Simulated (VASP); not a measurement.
# Ta (Im-3m) in VASP: elastic constants with r2SCAN

Aim: the elastic constants of Ta with r2SCAN.

Everything below comes from runs of VASP 6.6.1. Logs are shortened: lines on timing, memory, paths and dates and some standing lists are left out, and cuts for length are marked.

## 1. Starting point

It takes space group Im-3m (No. 229, cubic). Conventional cell: a = 3.310 Å, b = 3.310 Å, c = 3.310 Å, α = 90.00°, β = 90.00°, γ = 90.00°. Ta (site symmetry m-3m) has 8 Ta at 2.87 Å as nearest neighbours.

## 2. Elastic constants, r2SCAN

POSCAR reads:

```
Ta
1.0
   -1.6549278100      1.6549278100      1.6549278100
    1.6549278100     -1.6549278100      1.6549278100
    1.6549278100      1.6549278100     -1.6549278100
Ta
1
Direct
    0.0000000000      0.0000000000      0.0000000000
```

INCAR.step1 reads:

```
SYSTEM = Ta
ALGO = Normal
EDIFF = 1E-8
EDIFFG = -0.002
ENCUT = 600
IBRION = 2
ISIF = 3
ISMEAR = 0
LASPH = .TRUE.
LCHARG = .FALSE.
LMIXTAU = .TRUE.
LREAL = .FALSE.
LWAVE = .FALSE.
METAGGA = R2SCAN
NELM = 60
NSW = 40
PREC = Accurate
SIGMA = 0.1
```

INCAR.step2 reads:

```
SYSTEM = Ta
ALGO = Normal
EDIFF = 1E-8
ENCUT = 600
IBRION = 6
ISIF = 3
ISMEAR = 0
LASPH = .TRUE.
LCHARG = .FALSE.
LMIXTAU = .TRUE.
LREAL = .FALSE.
LWAVE = .FALSE.
METAGGA = R2SCAN
NELM = 60
NFREE = 2
NSW = 1
POTIM = 0.015
PREC = Accurate
SIGMA = 0.1
```

KPOINTS reads:

```
k-points
0
G
  18 18 18
  0 0 0
```

Potentials or basis: VASP PAW PBE potentials, release 64 (Ta_pv).

Command:

```console
$ cat potpaw_PBE.64/Ta_pv/POTCAR > POTCAR
$ cp INCAR.step1 INCAR
$ mpirun -np 1 vasp_std > vasp.out
$ cp CONTCAR POSCAR
$ cp INCAR.step2 INCAR
$ mpirun -np 1 vasp_std > vasp.out
```

OUTCAR:

```text
SYSTEM = Ta
   EDIFF = 1E-8
   ENCUT = 600
   IBRION = 6
   ISIF = 3
   ISMEAR = 0
   LASPH = .TRUE.
   LREAL = .FALSE.
   METAGGA = R2SCAN
   NELM = 60
   NFREE = 2
   NSW = 1
   POTIM = 0.015
   PREC = Accurate

 ion  position               nearest neighbor table
   1  0.000  0.000  0.000-

  LATTYP: Found a body centered cubic cell.
 ALAT       =     3.3078202972

  Lattice vectors:

 A1 = (  -1.6539101486,   1.6539101486,   1.6539101486)
 A2 = (   1.6539101486,  -1.6539101486,   1.6539101486)
 A3 = (   1.6539101486,   1.6539101486,  -1.6539101486)

Analysis of symmetry for initial positions (statically):
=====================================================================
 Subroutine PRICEL returns:
 Original cell was already a primitive cell.

 Routine SETGRP: Setting up the symmetry group for a
 body centered cubic supercell.

 Subroutine GETGRP returns: Found 48 space group operations
 (whereof 48 operations were pure point group operations)
 out of a pool of 48 trial point group operations.

The static configuration has the point symmetry O_h .

Analysis of symmetry for dynamics (positions and initial velocities):
=====================================================================
 Subroutine PRICEL returns:
 Original cell was already a primitive cell.

 Routine SETGRP: Setting up the symmetry group for a
 body centered cubic supercell.

 Subroutine GETGRP returns: Found 48 space group operations
 (whereof 48 operations were pure point group operations)
 out of a pool of 48 trial point group operations.

The dynamic configuration has the point symmetry O_h .

 Subroutine INISYM returns: Found 48 space group operations
 (whereof 48 operations are pure point group operations),
 and found     1 'primitive' translations

----------------------------------------------------------------------------------------

[... 338 lines left out ...]
      2     -28.9545      2.00000
      3     -28.9545      2.00000
      4      -3.0246      2.00000
      5       6.1287      0.00000
      6       6.1287      0.00000
      7       6.1287      0.00000
      8       9.6012      0.00000
      9       9.6012      0.00000
[... 265 lines left out ...]
 k-point    24 :       0.3889    0.1111    0.0000
  band No.  band energies     occupation
      1     -30.0956      2.00000
      2     -29.3773      2.00000
      3     -29.0156      2.00000
      4       1.1503      2.00000
      5       3.8494      2.00000
      6       5.8371      0.00000
      7       9.3134      0.00000
      8      10.6527      0.00000
      9      13.4365      0.00000

 [... further k-points ...]

------------------------ aborting loop because EDIFF is reached ----------------------------------------

  FORCE on cell =-STRESS in cart. coord.  units (eV):
  Direction    XX          YY          ZZ          XY          YZ          ZX
  --------------------------------------------------------------------------------------
  -------------------------------------------------------------------------------------
  Total        0.0015517      0.0015517      0.0015517     -0.0000000     -0.0000000      0.0000000
  in kB        0.1373782      0.1373782      0.1373782     -0.0000000     -0.0000000      0.0000000
  external PRESSURE =       0.1373782 kB  Pullay stress =       0.0000000 kB
[... 16 lines left out ...]
  FREE ENERGIE OF THE ION-ELECTRON SYSTEM (eV)
  ---------------------------------------------------
  free  energy   TOTEN  =       -48.5834419794 eV

  energy  without entropy=      -48.5778815616  energy(sigma->0) =      -48.58066177

 INTERNAL STRAIN TENSORS FROM STRAINED CELLS
 ============================================

 INTERNAL STRAIN TENSOR FOR ION    1 for displacements in x,y,z  (eV/Angst):
          X           Y           Z          XY          YZ          ZX
  --------------------------------------------------------------------------------
  x    -0.00000     0.00000    -0.00000    -0.00000    -0.00000    -0.00000
  y    -0.00000     0.00000     0.00000    -0.00000     0.00000    -0.00000
  z     0.00000     0.00000    -0.00000     0.00000     0.00000    -0.00000

 INTERNAL STRAIN TENSORS FROM DISPLACED ATOMS
 ============================================

 INTERNAL STRAIN TENSOR FOR ION    1 for displacements in x,y,z  (eV/Angst):
          X           Y           Z          XY          YZ          ZX
  --------------------------------------------------------------------------------
  x     0.00000     0.00000     0.00000     0.00000     0.00000     0.00000
  y     0.00000     0.00000     0.00000     0.00000     0.00000     0.00000
  z     0.00000     0.00000     0.00000     0.00000     0.00000     0.00000

 Eigenvectors and eigenvalues of the dynamical matrix
 ----------------------------------------------------

   1 f/i=    0.000000 THz     0.000000 2PiTHz    0.000000 cm-1     0.000000 meV
             X         Y         Z           dx          dy          dz
      0.000000  0.000000  0.000000     1.000000    0.000000    0.000000

   2 f/i=    0.000000 THz     0.000000 2PiTHz    0.000000 cm-1     0.000000 meV
             X         Y         Z           dx          dy          dz
      0.000000  0.000000  0.000000     0.000000    1.000000    0.000000

   3 f/i=    0.000000 THz     0.000000 2PiTHz    0.000000 cm-1     0.000000 meV
             X         Y         Z           dx          dy          dz
      0.000000  0.000000  0.000000     0.000000    0.000000    1.000000

--------------------------------------------------------------------------------------------------------

 ELASTIC MODULI CONTR FROM IONIC RELAXATION (kBar)
 Direction    XX          YY          ZZ          XY          YZ          ZX
 --------------------------------------------------------------------------------
 XX           0.0000      0.0000      0.0000      0.0000      0.0000      0.0000
 YY           0.0000      0.0000      0.0000      0.0000      0.0000      0.0000
 ZZ           0.0000      0.0000      0.0000      0.0000      0.0000      0.0000
 XY           0.0000      0.0000      0.0000      0.0000      0.0000      0.0000
 YZ           0.0000      0.0000      0.0000      0.0000      0.0000      0.0000
 ZX           0.0000      0.0000      0.0000      0.0000      0.0000      0.0000
 --------------------------------------------------------------------------------

 TOTAL ELASTIC MODULI (kBar)
 Direction    XX          YY          ZZ          XY          YZ          ZX
 --------------------------------------------------------------------------------
 XX        2766.6079   1661.1457   1661.1457     -0.0000     -0.0000     -0.0000
 YY        1661.1457   2766.6079   1661.1457      0.0000      0.0000      0.0000
 ZZ        1661.1457   1661.1457   2766.6079      0.0000      0.0000     -0.0000
 XY          -0.0000      0.0000      0.0000    761.1160      0.0000      0.0000
 YZ          -0.0000      0.0000      0.0000      0.0000    761.1160      0.0000
 ZX          -0.0000      0.0000     -0.0000      0.0000      0.0000    761.1160
 --------------------------------------------------------------------------------
```

Wall time 50 min (1 thread of Intel Xeon 6975P-C (Granite Rapids), shared host); peak memory 0.7 GiB.

Results:

```yaml
Relaxed_volume: 18.10 Å³/atom
Relaxed_cell: a = 2.865 Å, b = 2.865 Å, c = 2.865 Å, α = 109.47°, β = 109.47°, γ = 109.47°
Space_group_after_relaxing_to_0.05_Å: Im-3m (No. 229)
Elastic_constants_C11_C12_C44: 277, 166, 76 GPa
Voigt_bulk_modulus: 203 GPa
```

Final structure:
```
CELL_PARAMETERS angstrom
-1.65391 1.65391 1.65391
1.65391 -1.65391 1.65391
1.65391 1.65391 -1.65391
ATOMIC_POSITIONS crystal
Ta 0.00000 0.00000 0.00000
```

Elastic tensor in Voigt notation (GPa, in the Cartesian axes of the cell as first typed):
```
277 166 166   0   0   0
166 277 166   0   0   0
166 166 277   0   0   0
  0   0   0  76   0   0
  0   0   0   0  76   0
  0   0   0   0   0  76
```

Clamped-ion elastic tensor (GPa):
```
277 166 166   0   0   0
166 277 166   0   0   0
166 166 277   0   0   0
  0   0   0  76   0   0
  0   0   0   0  76   0
  0   0   0   0   0  76
```

Caveat: the PAW data sets were made with another functional, which shifts forces and pressure a little.
